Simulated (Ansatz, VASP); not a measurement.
# Cross-check of H146C36O37 between VASP and Ansatz

Wanted: the spread between two codes on one cell, functional and k mesh. The cell is taken from a series of runs on this material, whose earlier steps may have relaxed, scaled, displaced or heated it; both programs get it as it stands.

Main program and level: Ansatz 0.2.0; plane waves, with VASP 6.6.1 beside it; single point at LDA.

## Step 1: The starting structure

The cell holds 219 atoms: 36 C, 37 O and 146 H. Cell: a = 13.532 Å, b = 13.532 Å, c = 13.532 Å, α = 90.0°, β = 90.0°, γ = 90.0°.

## Step 2: VASP: single point, LDA

A single point gives forces, pressure and levels at one fixed geometry, so differences don't come from the geometry; what else differs is listed under the comparison.

Lines of VASP's logs that name or quote its potential files are left out, and so is its time.

Contents of INCAR:

```
SYSTEM = H146C36O37
PREC = Accurate
ENCUT = 520
EDIFF = 1E-06
NELM = 120
ISMEAR = 0
SIGMA = 0.01
LREAL = Auto
ALGO = Normal
GGA = PW92
NBANDS = 409
LORBIT = 11
LWAVE = .FALSE.
LCHARG = .FALSE.
ISIF = 2
LASPH = .TRUE.
GGA_COMPAT = .FALSE.
EFERMI = MIDGAP
```

Contents of POSCAR:

```
H146C36O37
1.0
   13.5324800000      0.0000000000      0.0000000000
    0.0000000000     13.5324800000      0.0000000000
    0.0000000000      0.0000000000     13.5324800000
C O H
36 37 146
Direct
    0.4500900000      0.6747800000      0.5290800000
    0.4294700000      0.5650700000      0.5322300000
    0.2983400000      0.4543600000      0.5700000000
    0.2487800000      0.4291500000      0.6651800000
    0.2854300000      0.9774600000      0.8659800000
    0.3106400000      0.8791400000      0.8149900000
    0.4776400000      0.9036300000      0.8017900000
    0.5577200000      0.9032500000      0.7265600000
    0.0863900000      0.2606500000      0.4650100000
    0.1150200000      0.2210200000      0.5637900000
    0.1341100000      0.0878600000      0.6663600000
    0.0629300000      0.1057600000      0.7465100000
    0.1914300000      0.5919600000      0.9341800000
    0.1208700000      0.6634700000      0.8895200000
    0.0221400000      0.8005400000      0.9305200000
    0.9216700000      0.7675500000      0.9670300000
    0.1189200000      0.3648400000      0.2377700000
    0.1000300000      0.4650900000      0.1836400000
    0.2358700000      0.5658800000      0.2206600000
    0.2863600000      0.6010100000      0.3152900000
    0.5852200000      0.6561900000      0.1045500000
    0.4870600000      0.6076100000      0.0779000000
    0.4906100000      0.5566800000      0.9117000000
    0.5035000000      0.4589400000      0.8560800000
    0.4161800000      0.1760300000      0.7163600000
    0.5221100000      0.2112200000      0.6898400000
    0.6881000000      0.2260200000      0.7387600000
    0.7408200000      0.1288900000      0.7111800000
    0.7440700000      0.2199000000      0.1252300000
    0.6913100000      0.1424400000      0.1883400000
[... 183 atom lines left out ...]
    0.5858100000      0.1277800000      0.8831800000
    0.5081400000      0.1414700000      0.9745100000
    0.5825100000      0.9411800000      0.1401900000
    0.5725300000      0.0271000000      0.0560600000
    0.8454600000      0.2050600000      0.2918600000
    0.9538800000      0.2437500000      0.3280300000
```

Contents of KPOINTS:

```
Automatic mesh
0
Gamma
1 1 1
0 0 0
```

Potentials, in the order of the species: C, O and H (LDA family, release 64).

Run with:

```console
$ export OMP_NUM_THREADS=3
$ mpirun -np 1 vasp_gam
```

Numbers of over 12 decimals in the logs are rounded to 6 here.

Output:

```text
[banner, memory and clock lines left out]
running    1 mpi-ranks, on    1 nodes
[...]
Offloading initialized ...    1 GPUs detected
[...]
|                                                                             |
|               ----> ADVICE to this user running VASP <----                  |
|                                                                             |
|     You enforced a specific xc type in the INCAR file but a different       |
|     [... a line on the potential file left out ...]
|     I HOPE YOU KNOW WHAT YOU ARE DOING!                                     |
|                                                                             |

 LDA part: xc-table for (Slater(with rela. corr.)+PW92), standard interpolation
 POSCAR, INCAR and KPOINTS ok, starting setup
[...]
entering main loop
       N       E                     dE             d eps       ncg     rms          rms(c)
DAV:   1     0.369977111211E+04    0.36998E+04   -0.25597E+05   842   0.113E+03
DAV:   2    -0.798005108807E+03   -0.44978E+04   -0.42455E+04  1027   0.272E+02
DAV:   3    -0.130492377855E+04   -0.50692E+03   -0.50268E+03  1028   0.941E+01
DAV:   4    -0.131692045669E+04   -0.11997E+02   -0.11955E+02  1012   0.163E+01
[...]
DAV:  19    -0.118640055026E+04   -0.69828E-05   -0.25723E-05   980   0.113E-02    0.573E-03
DAV:  20    -0.118640055258E+04   -0.23195E-05   -0.53493E-06   972   0.569E-03    0.227E-03
DAV:  21    -0.118640055310E+04   -0.52923E-06   -0.11907E-06   724   0.277E-03
   1 F= -.11864006E+04 E0= -.11864006E+04  d E =0.000000E+00
```

OUTCAR, selected parts (step 2):

```text
  FREE ENERGIE OF THE ION-ELECTRON SYSTEM (eV)
  ---------------------------------------------------
  free  energy   TOTEN  =     -1186.4005531045 eV

  energy  without entropy=    -1186.4005531045  energy(sigma->0) =    -1186.40055310
```

The run ends at a pressure of -0.68 GPa, with forces up to 5.9 eV/Å.

## Step 3: Ansatz: single point, LDA

Ansatz runs on its default PAW (the set named soft_2) files.

The same cell, functional (in two slightly different forms) and mesh now go to Ansatz, which takes its cutoff from its data sets.

Contents of input.yaml:

```yaml
crystal:
  lattice:
    - [13.53248, 0.0, 0.0]
    - [0.0, 13.53248, 0.0]
    - [0.0, 0.0, 13.53248]
  atoms:
    - { symbol: C, position: [0.45009, 0.67478, 0.52908] }
    - { symbol: C, position: [0.42947, 0.56507, 0.53223] }
    - { symbol: O, position: [0.33284, 0.55823, 0.5698] }
    - { symbol: C, position: [0.29834, 0.45436, 0.57] }
    - { symbol: C, position: [0.24878, 0.42915, 0.66518] }
    - { symbol: H, position: [0.39892, 0.73072, 0.49725] }
    - { symbol: H, position: [0.52489, 0.69567, 0.50102] }
    - { symbol: H, position: [0.45154, 0.69542, 0.60768] }
    - { symbol: H, position: [0.42973, 0.53221, 0.45915] }
    - { symbol: H, position: [0.47781, 0.52897, 0.58228] }
    - { symbol: H, position: [0.25361, 0.44566, 0.50341] }
    - { symbol: H, position: [0.35653, 0.40161, 0.55451] }
    - { symbol: H, position: [0.2298, 0.3546, 0.6728] }
    - { symbol: H, position: [0.29859, 0.44482, 0.7241] }
    - { symbol: H, position: [0.18819, 0.48018, 0.6821] }
    - { symbol: C, position: [0.28543, 0.97746, 0.86598] }
    - { symbol: C, position: [0.31064, 0.87914, 0.81499] }
    - { symbol: O, position: [0.3901, 0.88435, 0.75056] }
    - { symbol: C, position: [0.47764, 0.90363, 0.80179] }
    - { symbol: C, position: [0.55772, 0.90325, 0.72656] }
    - { symbol: H, position: [0.34361, 0.02044, 0.9101] }
    - { symbol: H, position: [0.22054, 0.9642, 0.91445] }
    - { symbol: H, position: [0.25803, 0.02976, 0.80559] }
    - { symbol: H, position: [0.3392, 0.8308, 0.86658] }
    - { symbol: H, position: [0.24645, 0.8458, 0.77623] }
    - { symbol: H, position: [0.4895, 0.97629, 0.83965] }
    - { symbol: H, position: [0.50468, 0.84761, 0.85438] }
    - { symbol: H, position: [0.55385, 0.83374, 0.68147] }
    - { symbol: H, position: [0.55046, 0.96717, 0.68106] }
    - { symbol: H, position: [0.63083, 0.90767, 0.75925] }
[... 183 atom lines left out ...]
    - { symbol: O, position: [0.53643, 0.98937, 0.10835] }
    - { symbol: H, position: [0.58251, 0.94118, 0.14019] }
    - { symbol: H, position: [0.57253, 0.0271, 0.05606] }
    - { symbol: O, position: [0.88186, 0.26005, 0.3252] }
    - { symbol: H, position: [0.84546, 0.20506, 0.29186] }
    - { symbol: H, position: [0.95388, 0.24375, 0.32803] }
kpoints:
  mp_grid: { grid: [1, 1, 1] }
hamiltonian:
  xc: lda
scf:
  occupations: { method: fixed }
output:
  forces: true
```

Run with:

```console
$ ansatz run input.yaml --threads 4 --pin off --max-ram 8192MiB --backend cpu --events-out ev --progress --plain --runs-dir out
```

Output:

```text
Engine: ansatz 0.2.0, aarch64-unknown-linux-gnu
Pseudopotentials: kind: paw
Pseudopotential: C, paw, valence charge 4, recommended cutoff 420 eV (normal), C.paw.azcp
Pseudopotential: O, paw, valence charge 6, recommended cutoff 420 eV (normal), O.paw.azcp
Pseudopotential: H, paw, valence charge 1, recommended cutoff 420 eV (normal), H.paw.azcp
Functional definition: SPW92
  exchange = slater_x
  correlation = pw_c
Crystal: 219 atoms, lattice volume = 2478.176 Å³
Basis set: ecut = 420 eV, 48489 PW (Γ)
Bands: 475, of which v1, the nominal top of the filled ones, is band 256 counted from 1 (255 counted from 0)
Symmetry: 1 space group operations
Space group: P1 (ITA 1), of the structure as read, at distance tolerance 1.4e-4 Å
k-points: 1
Non-local potential: C, projectors of the file, l = 0: 2, l = 1: 2, l = 2: 1
Non-local potential: O, projectors of the file, l = 0: 2, l = 1: 2, l = 2: 1
Non-local potential: H, projectors of the file, l = 0: 2, l = 1: 1
PAW form: soft (Blöchl's): semilocal exchange-correlation on the pseudo side does not see the compensation charge
PAW frozen core: C, regenerated for the run's functional, and the local potential with it (the file was generated under x = pbe(κ = 0.804, μ = 0.219515), c = pbe(β = 0.066725))
PAW frozen core: O, regenerated for the run's functional, and the local potential with it (the file was generated under x = pbe(κ = 0.804, μ = 0.219515), c = pbe(β = 0.066725))
PAW one-centre angular grid: C, 110 points (default); XC on 64 Gauss nodes
PAW one-centre angular grid: O, 110 points (default); XC on 64 Gauss nodes
PAW one-centre angular grid: H, 110 points (default); XC on 64 Gauss nodes
Initial density: superposition of atomic densities (neutral atoms: chi_scale 0, normalization atom), corrected by the library's trained network
Initial wavefunctions: pseudopotential atomic-orbital guess
Functional: x = slater, c = lda
SCF iter   1: F=—  HF=-31581.012631 eV  |F-HF|=—  |Δ(HF+E_count)|=         —  Δρ=8.74e-3  dr2=1.58e0  ethr=1.77e-3  ⟨swp⟩=5.0  Hψ=1501  notcnv=0  defer=217
preconditioner: auto → Resta (q_TF=auto, 2.098 Å⁻¹)  ε∞=2.1  [insulator: Δε(μ)=4.052 eV  Ē_g=15.984 eV  n_scr=388 (ndim 8)  ℏωp=16.7 eV  f_vac=0.322  ε∞_Penn≈2.1]
SCF iter   2: F=—  HF=-31580.577832 eV  |F-HF|=—  |Δ(HF+E_count)|=   4.35e-1  Δρ=3.62e-3  dr2=2.35e-1  ethr=3.08e-4  ⟨swp⟩=2.0  Hψ=618  notcnv=0  defer=217
SCF iter   3: F=—  HF=-31580.538594 eV  |F-HF|=—  |Δ(HF+E_count)|=   3.92e-2  Δρ=1.48e-3  dr2=5.43e-2  ethr=4.60e-5  ⟨swp⟩=3.0  Hψ=493  notcnv=0  defer=76
automatic band count: iteration 3 solves 334 bands in place of 475: the levels show a gap, and the empty bands left out lie too high to hold charge; the band table lists the bands solved (type scf.n_extra_bands for more)
SCF iter   4: F=—  HF=-31580.536464 eV  |F-HF|=—  |Δ(HF+E_count)|=   2.13e-3  Δρ=4.74e-4  dr2=6.35e-3  ethr=1.06e-5  ⟨swp⟩=3.0  Hψ=602  notcnv=0  defer=76
SCF iter   5: F=—  HF=-31580.538762 eV  |F-HF|=—  |Δ(HF+E_count)|=   2.30e-3  Δρ=1.67e-4  dr2=9.99e-4  ethr=1.24e-6  ⟨swp⟩=3.0  Hψ=523  notcnv=0  defer=76
SCF iter   6: F=—  HF=-31580.539981 eV  |F-HF|=—  |Δ(HF+E_count)|=   1.22e-3  Δρ=1.01e-4  dr2=2.07e-4  ethr=1.95e-7  ⟨swp⟩=3.0  Hψ=520  notcnv=0  defer=76
SCF iter   7: F=—  HF=-31580.540123 eV  |F-HF|=—  |Δ(HF+E_count)|=   1.42e-4  Δρ=2.46e-5  dr2=1.97e-5  ethr=4.04e-8  ⟨swp⟩=2.0  Hψ=517  notcnv=0  defer=76
SCF iter   8: F=—  HF=-31580.540490 eV  |F-HF|=—  |Δ(HF+E_count)|=   3.67e-4  Δρ=8.14e-6  dr2=2.04e-6  ethr=3.84e-9  ⟨swp⟩=2.0  Hψ=586  notcnv=0  defer=74
SCF iter   9: F=—  HF=-31580.540494 eV  |F-HF|=—  |Δ(HF+E_count)|=   4.82e-6  Δρ=5.79e-6  dr2=7.20e-7  ethr=3.98e-10  ⟨swp⟩=3.0  Hψ=553  notcnv=0  defer=75
SCF iter  10: F=-31580.540495 eV  HF=-31580.540495 eV  |F-HF|=9.61e-8  |Δ(HF+E_count)|=   4.44e-7  Δρ=1.30e-6  dr2=5.10e-8  ethr=1.95e-11  ⟨swp⟩=3.0  Hψ=1291  notcnv=0
SCF 1 converged in 10 iterations: F = -31580.540495 eV  dr2 = 5.10e-8
  greatest PAW one-centre occupation: 0.860 electrons in one spin orbital (limit 2), on the O atom at site 183 (counted from 0), in its partial waves of l = 0
SCF converged after 10 iterations
Free energy (F): -31580.540495 eV
Harris-Foulkes:  -31580.540495 eV  (|F-HF|=9.61e-8)
Internal energy: -31580.540495 eV  (E = F + TS)
E sigma→0 (E₀):  -31580.540495 eV
Fermi energy:    -2.079217 eV
--- Per-component energies (eV) ---
  E_band       = -4772.978850
  E_kinetic    = 11698.321546
  E_local      = -45615.478983  (includes V_loc(G=0)·N_el)
  E_nonlocal   = 3112.919659
  E_hartree    = 17484.012532
  E_xc         = -5619.609776
  E_vxc        = -7178.819104  (∫ρ·V_xc dr)
  E_paw        = -8848.273914  (= ΣΔE_a)
  E_vpaw       = -1757.848553  (= ΣTr[D̂ρ^β])
  E_aug_tail   = -0.088014  (compensation charges beyond the density's cutoff)
  E_ewald      = -3798.191610
  E_core_change = 5.848065  (= ΣΔE_core)
  E_smearing   = -0.000000  (= −TS)
[...]
atom  55  H     -0.93744316    -0.78329759     0.10658702
  atom  56  H      0.09569615     0.81746022    -0.06258933
  atom  57  H      0.03360258    -0.33038120     1.17551703
  atom  58  H      0.46676556     0.01653429     0.41287825
  atom  59  H     -0.37410278    -1.73772247    -1.39547881
  atom  60  H      0.39565060     0.94529775    -0.33954407
  atom  61  C     -0.41367522     1.18476578    -0.34305346
  atom  62  C     -0.59516138    -0.69917428     1.80087748
  atom  63  O     -0.09038983    -0.20542737    -0.85530810
  atom  64  C      0.44483906    -1.30382317     1.59762609
  atom  65  C     -0.12112633    -0.71791095    -1.27593553
  atom  66  H      0.28063391    -0.71921078    -0.72691684
  atom  67  H      0.70398259     0.68471804     0.03738241
  atom  68  H     -0.99407720     0.07112636    -0.20459481
  atom  69  H      0.87019756    -0.10925630    -0.75668815
  atom  70  H     -0.00757721    -0.16273541     0.51533658
  atom  71  H     -0.13719574     0.54676685     0.20466402
  atom  72  H     -0.02785673     0.50494468    -0.51563210
  atom  73  H      0.20853303    -0.13645028    -0.26279004
  atom  74  H      0.45178350    -0.26539890     0.22563701
  atom  75  H     -0.64909868     1.40790846     0.56489328
  atom  76  C     -0.73727613     0.15944920    -1.16513256
  atom  77  C      1.90485488     0.55677936     0.63048292
  atom  78  O     -0.05044064    -1.33415190    -2.04795133
[...]
atom 212  H     -0.42222521     0.27054179     0.53348552
  atom 213  H      0.28824730     0.21879852    -0.37720132
  atom 214  O      0.38877468    -0.60416224     0.41999209
  atom 215  H     -0.69407791     0.88785813    -0.48246510
  atom 216  H     -0.16790798    -0.15555491     0.00136785
  atom 217  O      1.06714947    -0.03193640    -0.02359240
  atom 218  H     -0.10611293    -0.16937570     0.26585124
  atom 219  H     -1.20064928     0.14328032    -0.15559607
  max |Σ_I F_I| component: 1.35e-4 eV/Å
```

## Step 4: Side by side

Known differences besides the potentials themselves: the two LDA forms differ slightly; fixed occupations in Ansatz, narrow Gaussian smearing in VASP; the cutoff is 420 eV in Ansatz and 520 eV in VASP (PREC = Accurate, projectors in real space); VASP's log shows a relativistic correction to its local exchange, Ansatz's none. Total energies have different zeros and are not compared.

Both answers:

| quantity | Ansatz | VASP | difference |
| --- | --- | --- | --- |
| gap on the k mesh (eV) | 3.759 | 3.751 | +0.008 |

Forces on 10 of the 219 atoms, those with the largest forces and the largest differences (eV/Å; atoms numbered as in POSCAR):

```csv
atom,"Ansatz x, y, z","VASP x, y, z"
C22,"1.905, 0.557, 0.630","1.878, 0.696, 0.783"
C23,"-1.672, -3.295, 0.261","-1.667, -3.271, 0.110"
C25,"3.595, -0.954, 1.487","3.576, -0.943, 1.476"
C31,"2.146, 3.482, 1.421","2.111, 3.361, 1.497"
C32,"0.130, -1.878, -3.026","0.122, -1.855, -3.003"
C34,"4.646, 3.538, 1.166","4.573, 3.551, 1.030"
C35,"-2.414, 0.127, 3.014","-2.341, -0.006, 3.043"
O38,"0.974, 0.701, -0.012","0.967, 0.698, -0.214"
O39,"1.376, 1.336, 1.411","1.289, 1.221, 1.277"
H157,"-2.947, -3.584, -1.245","-2.943, -3.580, -1.244"
```

The forces differ by 58 meV/Å r.m.s., which is 6.9 % of the r.m.s. force of 0.851 eV/Å (both taken over all components). A gap on the mesh is an upper bound, since the band edges may lie between its points.

## Step 5: Summary of results

| Property | Result |
| --- | --- |
| r.m.s. force difference (single point, LDA) | 6.9 % of the r.m.s. force |

The r.m.s. force difference is 6.9 % of the r.m.s. force (single point, LDA), beyond the 3 % picked in this series as the mark of a large difference. What causes the difference of the single point, LDA pair stays open here. Such differences can come from data sets, numerical settings and the points named under the comparisons, not from the functional's error against experiment.

[Lines on the potential files, build, host, timing and source positions are cut from VASP's logs without a mark.]

[Logs are printed without paths, hosts, clocks, repeated set-up lines and the standing remarks that a program may print on its own settings, such as how far it seeks lower states.]

[Hosts, paths, dates, database ids (printed as entryN), source tags and the programs' standing remarks are cut or masked in the printed files.]
